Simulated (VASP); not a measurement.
Consider the following.

```
KZnF3
1.0
    4.11233     0.00000     0.00000
    0.00000     4.11233     0.00000
    0.00000     0.00000     4.11233
K Zn F
1 1 3
Direct
  0.00000   0.00000   0.00000
  0.50000   0.50000   0.50000
  0.50000   0.00000   0.50000
  0.00000   0.50000   0.50000
  0.50000   0.50000   0.00000
```

These are SCAN meta-GGA, VASP's PBE PAW potentials (set 64) (plane waves; VASP 6.6.1) values and carry that method's errors. Run with 520 eV cut-off, 6×6×6 Γ-centred mesh, Gaussian smearing of 0.050 eV, potentials K_sv Zn F.

**Question.** Give the stress tensor in GPa (positive for a compressed cell).

**Answer.** 
```
-4.30   0.00   0.00
 0.00  -4.30   0.00
 0.00   0.00  -4.30
```
The pressure is its mean diagonal, -4.30 GPa.

The compound is KZnF3 in the cubic perovskite structure. This cell is one point of a volume scan, at 1.06 of the reference volume.
